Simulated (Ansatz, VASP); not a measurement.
# Cross-check of MoS2 (2H-MoS2 3 layers, 2H (AA')) between VASP and Ansatz

One calculation is typed for both programs; each brings its own data sets. How far apart do they land? The structure shown is the start of the Ansatz relaxation below; VASP solves that cell, so the two are compared at the walk's first step.

Calculated with Ansatz 0.2.0; plane waves, with VASP 6.6.1 beside it; single point at r2SCAN with D4.

## Step 1: The structure

The cell holds 9 atoms: 6 S and 3 Mo. Its edges and angles: a = 3.180 Å, b = 3.180 Å, c = 62.588 Å, α = 90.0°, β = 90.0°, γ = 120.0°. Vacuum lies along c.

## Step 2: Ansatz: relaxation, r2SCAN with D4

Ansatz runs on its default PAW (the set named soft_2) files.

The two programs are compared at the cell with which this relaxation starts, whose forces are those of its first step.

input.yaml reads:

```yaml
crystal:
  lattice:
    - [3.18, 0.0, 0.0]
    - [-1.59, 2.753960784, 0.0]
    - [0.0, 0.0, 62.587793216]
  atoms:
    - { symbol: S, position: [0.3333333333, 0.6666666667, 0.3738748212] }
    - { symbol: Mo, position: [0.0, 0.0, 0.399938991] }
    - { symbol: S, position: [0.3333333333, 0.6666666667, 0.4260031608] }
    - { symbol: S, position: [0.0, 0.0, 0.4739358302] }
    - { symbol: Mo, position: [0.3333333333, 0.6666666667, 0.5] }
    - { symbol: S, position: [0.0, 0.0, 0.5260641698] }
    - { symbol: S, position: [0.3333333333, 0.6666666667, 0.5739968392] }
    - { symbol: Mo, position: [0.0, 0.0, 0.600061009] }
    - { symbol: S, position: [0.3333333333, 0.6666666667, 0.6261251788] }
  periodic: [true, true, false]
kpoints:
  mp_grid: { grid: [12, 12, 1] }
hamiltonian:
  xc: r2scan
  dispersion: d4
scf:
  occupations: { method: fermi_dirac, width: 0.05 }
  convergence: { dr2_threshold: 1.0e-09 }
relax:
  f_tol: 0.004
  max_steps: 90
  cell: {}
output:
  write_potential: true
  write_density: true
  volumetric_format: npy
```

The run is started by

```
$ ansatz run input.yaml --threads 4 --pin off --max-ram 12288MiB --backend cpu --events-out ev --progress --plain --runs-dir out
```

Numbers of over 12 decimals in the logs are rounded to 6 here.

What it wrote:

```text
Warning: relax.cell: scf.convergence.dr2_threshold = 1e-9 eV is looser than the 1.35336253919e-10 eV advised for a relaxation that steers and ends on the stress (1e-10 eV for each atom of the cell: 9, times the square of relax.cell.stress_2d_tol = 0.05 N/m over 25.8 Å (the atoms' height at the walk's start and 5 Å past either face), 1.939e-2 GPa, over a crystal's default 0.05). What an SCF threshold leaves in a stress goes as its square root, and in the free energy as the threshold itself, and one threshold admits the most on a small cell: [figures from the program's tests cut] Set scf.convergence.dr2_threshold to 1.35336253919e-10 eV or tighter. [rest of the remark cut]
Engine: ansatz 0.2.0, x86_64-unknown-linux-gnu
Pseudopotentials: kind: paw
Pseudopotential: S, paw, valence charge 6, recommended cutoff 500 eV (meta_gga), S.paw.azcp
Pseudopotential: Mo, paw, valence charge 14, recommended cutoff 500 eV (meta_gga), Mo.paw.azcp
Functional definition: r2SCAN
  parameter k0 = 0.174
  parameter k1 = 0.065
  parameter a1 = 4.9479
  exchange = r2scan_x(k0 = k0, k1 = k1, a1 = a1)
  correlation = r2scan_c
Crystal: 9 atoms, lattice volume = 548.119 Å³
Basis set: ecut = 500 eV, 13843 PW (Γ), exchange–correlation on 96×96×1920 points (64 copies of the dense FFT grid, shifted against one another)
Bands: 48, of which v1, the nominal top of the filled ones, is band 39 counted from 1 (38 counted from 0)
Symmetry: 12 space group operations
Space group: P-6m2 (ITA 187), of the structure as read, at distance tolerance 8.2e-5 Å
k-points: 19 of 144 (time reversal used)
Non-local potential: S, projectors of the file, l = 0: 2, l = 1: 2, l = 2: 2
Non-local potential: Mo, projectors of the file, l = 0: 3, l = 1: 2, l = 2: 2, l = 3: 1
PAW form: soft (Blöchl's): semilocal exchange-correlation on the pseudo side does not see the compensation charge
PAW frozen core: S, regenerated for the run's functional (the file was generated under x = pbe(κ = 0.804, μ = 0.219515), c = pbe(β = 0.066725))
PAW frozen core: Mo, regenerated for the run's functional (the file was generated under x = pbe(κ = 0.804, μ = 0.219515), c = pbe(β = 0.066725))
PAW one-centre angular grid: S, 302 points (default); XC on 160 Gauss nodes
PAW one-centre angular grid: Mo, 590 points (default); XC on 160 Gauss nodes
Initial density: superposition of atomic densities (neutral atoms: chi_scale 0, normalization atom), corrected by the library's trained network
Initial wavefunctions: pseudopotential atomic-orbital guess
Functional: x = r2scan, c = r2scan; τ floored in thin density (d = 2e-4 eV/Å³)
SCF iter   1: F=—  HF=-20347.181841 eV  |F-HF|=—  |Δ(HF+E_count)|=         —  Δρ=6.22e-3  dr2=4.28e-1  dr2_τ=1.49e-1  ethr=1.77e-3  ⟨swp⟩=15.3  Hψ=6130  notcnv=0
preconditioner: auto → Resta (q_TF=auto, 1.971 Å⁻¹)  ε∞=3.2  [insulator: Δε(μ)=1.153 eV  Ē_g=7.949 eV  σ=0.050 eV  W_gap=1.00  n_scr=38 (ndim 8)  ℏωp=11.7 eV  f_vac=0.689  D(μ)=0.00/eV (n_scr^D=0)  ε∞_Penn≈3.2  vacuum switching on, ρ_ref=4.6e-3 e/Å³]
SCF iter   2: F=—  HF=-20347.318384 eV  |F-HF|=—  |Δ(HF+E_count)|=   1.37e-1  Δρ=4.83e-3  dr2=3.50e-1  dr2_τ=3.41e-2  ethr=5.49e-4  ⟨swp⟩=4.8  Hψ=2516  notcnv=0  defer=33
SCF iter   3: F=—  HF=-20347.281756 eV  |F-HF|=—  |Δ(HF+E_count)|=   3.66e-2  Δρ=2.24e-3  dr2=1.06e-2  dr2_τ=7.08e-4  ethr=4.48e-4  ⟨swp⟩=2.9  Hψ=1502  notcnv=0  defer=33
SCF iter   4: F=—  HF=-20347.294533 eV  |F-HF|=—  |Δ(HF+E_count)|=   1.28e-2  Δρ=8.48e-4  dr2=1.32e-2  dr2_τ=1.04e-3  ethr=1.36e-5  ⟨swp⟩=3.7  Hψ=2389  notcnv=0  defer=32
SCF iter   5: F=—  HF=-20347.293447 eV  |F-HF|=—  |Δ(HF+E_count)|=   1.09e-3  Δρ=2.51e-4  dr2=1.66e-3  dr2_τ=1.06e-4  ethr=1.36e-5  ⟨swp⟩=2.7  Hψ=1454  notcnv=0  defer=32
SCF iter   6: F=—  HF=-20347.293363 eV  |F-HF|=—  |Δ(HF+E_count)|=   8.40e-5  Δρ=7.16e-5  dr2=3.26e-5  dr2_τ=2.50e-6  ethr=2.12e-6  ⟨swp⟩=3.2  Hψ=1822  notcnv=0  defer=32
SCF iter   7: F=—  HF=-20347.293376 eV  |F-HF|=—  |Δ(HF+E_count)|=   1.32e-5  Δρ=1.95e-5  dr2=1.58e-6  dr2_τ=2.99e-7  ethr=4.18e-8  ⟨swp⟩=3.5  Hψ=2142  notcnv=0  defer=32
SCF iter   8: F=—  HF=-20347.293496 eV  |F-HF|=—  |Δ(HF+E_count)|=   1.20e-4  Δρ=6.00e-6  dr2=1.79e-7  dr2_τ=1.66e-8  ethr=2.02e-9  ⟨swp⟩=3.5  Hψ=2105  notcnv=0  defer=33
SCF iter   9: F=—  HF=-20347.293496 eV  |F-HF|=—  |Δ(HF+E_count)|=   2.40e-7  Δρ=2.64e-6  dr2=9.04e-8  dr2_τ=6.26e-9  ethr=2.29e-10  ⟨swp⟩=3.7  Hψ=2329  notcnv=0  defer=33
[...]
iter 1 solved again at ethr=5.81e-8 eV; its pass at ethr=3.10e-3 eV (dr2=4.53e-5 eV) is discarded
SCF iter   1: F=—  HF=-20347.652847 eV  |F-HF|=—  |Δ(HF+E_count)|=         —  Δρ=3.82e-6  dr2=1.15e-8  dr2_τ=8.21e-8  ethr=5.81e-8  ⟨swp⟩=7.6  Hψ=11803  notcnv=0
SCF iter   2: F=—  HF=-20347.652971 eV  |F-HF|=—  |Δ(HF+E_count)|=   1.24e-4  Δρ=1.86e-6  dr2=6.39e-9  dr2_τ=2.50e-9  ethr=1.47e-11  ⟨swp⟩=5.9  Hψ=3682  notcnv=0
SCF iter   3: F=—  HF=-20347.652971 eV  |F-HF|=—  |Δ(HF+E_count)|=   4.15e-9  Δρ=9.97e-7  dr2=4.81e-9  dr2_τ=1.18e-9  ethr=8.19e-12  ⟨swp⟩=3.4  Hψ=1751  notcnv=0
SCF iter   4: F=-20347.652971 eV  HF=-20347.652971 eV  |F-HF|=1.68e-9  |Δ(HF+E_count)|=  3.64e-10  Δρ=2.60e-7  dr2=6.93e-11  dr2_τ=8.23e-11  ethr=1.28e-12  ⟨swp⟩=13.5  Hψ=8534  notcnv=0
SCF 6 converged in 4 iterations: F = -20347.652971 eV  dr2 = 6.93e-11
relax step   6: F+E_penalty+E_count = -20347.65297097 eV  Δ(F+E_penalty+E_count) = +1.368e-4 eV  max|allowed force component| = 9.899e-4 eV/Å  Δτ_max = 0.0000 Å  P = -0.008 N/m  Ω = 546.119 Å³  fix = [c, alpha, beta]  reactions: c -0.000 N/m  stress off target by 8.14e-3 N/m on what of the cell is left free  SCF on the basis re-selected at this cell (its energy is not comparable with the rows above)  (4 SCF iters)
basis re-selected at this cell: Δ(F+E_penalty+E_count) = +1.368e-4 eV, ΔP = -0.002 N/m vs the last step (what re-selecting the basis moved, of the pressure what is left beyond the Pulay correction that the steps carried, after the strain that the cell walked since its last selection, with what the two solves' SCF thresholds leave and, on support functions, any second-order correction that the steps lacked; it is no m [...]
WARN: The output density's exchange-correlation potential varies sharply where the density is thin. Do not read a vacuum level from v_tot or v_xc, or from such a field of the output density. On a cell that repeats whose density bears no net charge and no dipole along the vacuum's axis use v_es (v_loc + v_h of the components); under efield.dipole_correction with no amplitude use v_es + v_field, which holds any externa [...]
SCF converged after 4 iterations
Free energy (F): -20347.652971 eV
Harris-Foulkes:  -20347.652971 eV  (|F-HF|=1.68e-9)
Internal energy: -20347.652971 eV  (E = F + TS)
E sigma→0 (E₀):  -20347.652971 eV
Entropy (-TS):   -0.000000 eV (-0.000 meV/atom)
Fermi energy:    -5.028052 eV
--- Per-component energies (eV) ---
  E_band       = -1794.173721
  E_kinetic    = 1964.427364
  E_local      = -612151.806549  (includes V_loc(G=0)·N_el)
  E_nonlocal   = 595.337245
  E_hartree    = 304760.517153
  E_xc         = -1087.833120
  E_vxc        = -1338.196136  (∫ρ·V_xc dr)
  E_paw        = -13307.517933  (= ΣΔE_a)
  E_vpaw       = -462.451526  (= ΣTr[D̂ρ^β])
  E_aug_tail   = 0.000027  (compensation charges beyond the density's cutoff)
  E_vtau       = 77.481039  (kinetic-family band-sum trace: ∫τ·v_τ [+ j·A + Jᵃ·Aᵃ] dr)
  E_ewald      = 298881.770719
  E_disp       = -1.225665  (pairwise vdW)
  E_core_change = -1.322212  (= ΣΔE_core)
  E_smearing   = -0.000000  (= −TS)
  E_closure    = 0.000000  (closes the sum)
  Σ components = -20347.652971   (vs F -20347.652971, Δ=0.00e0)
--- Forces (eV/Å), atoms counted from 1 ---
  atom   1  S      0.00000000    -0.00000000    -0.00053982
  atom   2  Mo     0.00000000    -0.00000000     0.00028690
  atom   3  S     -0.00000000    -0.00000000     0.00058238
  atom   4  S      0.00000000     0.00000000    -0.00098988
  atom   5  Mo    -0.00000000     0.00000000     0.00000000
  atom   6  S     -0.00000000     0.00000000     0.00098988
  atom   7  S     -0.00000000    -0.00000000    -0.00058238
  atom   8  Mo     0.00000000    -0.00000000    -0.00028690
  atom   9  S     -0.00000000    -0.00000000     0.00053982
  max |Σ_I F_I| component: 9.25e-17 eV/Å
--- 2D stress c σ (N/m, compression-positive) ---
       -0.008137       0.000000       0.000000
       -0.000000      -0.008137       0.000000
        0.000000       0.000000      -0.000000
  P = ½ c Tr σ = -0.0081 N/m
--- Band table (eV; the first three rows and the last of 19) ---
  k-point 0: bands = [... 35 lower, -7.3181, -6.3778, -5.8975, -5.5751, -3.2114, -3.2114, -3.1984, -3.1984, ... 5 higher]
  k-point 1: bands = [... 35 lower, -7.0395, -6.3963, -5.9868, -5.7410, -3.3167, -3.3049, -3.2923, -3.2130, ... 5 higher]
  k-point 2: bands = [... 35 lower, -6.9932, -6.5452, -6.3425, -6.2481, -3.7645, -3.6262, -3.4523, -3.4197, ... 5 higher]
  k-point 18: bands = [... 35 lower, -8.3765, -6.2409, -6.1915, -6.1469, -4.3927, -4.3882, -4.3878, -3.2172, ... 5 higher]
  the weakly bound empty levels are not read free of the cell's end (no_gap_told)
--- Relaxed structure (5 steps of the walk, 5 accepted, 1 SCFs on fresh bases) ---
  F+E_penalty+E_count = -20347.65297097 eV   max|allowed force component| = 9.899e-4 eV/Å   (the final SCF, on the basis selected at the relaxed cell)
  cell:  # Å, volume = 546.1190 Å³
    - [3.174194, -3.222859054701716e-19, 0]
    - [-1.587097, 2.748933, 0]
    - [0, 0, 62.587793216]
  atoms:
    - { symbol: S, position: [0.333333, 0.666667, 0.375340] }
    - { symbol: Mo, position: [0, -2.1701890401338506e-17, 0.400162] }
    - { symbol: S, position: [0.333333, 0.666667, 0.424984] }
    - { symbol: S, position: [-4.546001208010105e-19, -2.170189040133849e-17, 0.475184] }
    - { symbol: Mo, position: [0.333333, 0.666667, 0.5] }
    - { symbol: S, position: [4.546001208009088e-19, -2.170189040133849e-17, 0.524816] }
    - { symbol: S, position: [0.333333, 0.666667, 0.575016] }
    - { symbol: Mo, position: [0, -2.1701890401338506e-17, 0.599838] }
    - { symbol: S, position: [0.333333, 0.666667, 0.624660] }
```

(Part 1 of 2 ends here.)

[Lines on the potential files, build, host, timing and source positions are cut from VASP's logs without a mark.]

[Logs are printed without paths, hosts, clocks, repeated set-up lines and the standing remarks that a program may print on its own settings, such as how far it seeks lower states.]

[Hosts, paths, dates, database ids (printed as entryN), source tags and the programs' standing remarks are cut or masked in the printed files.]
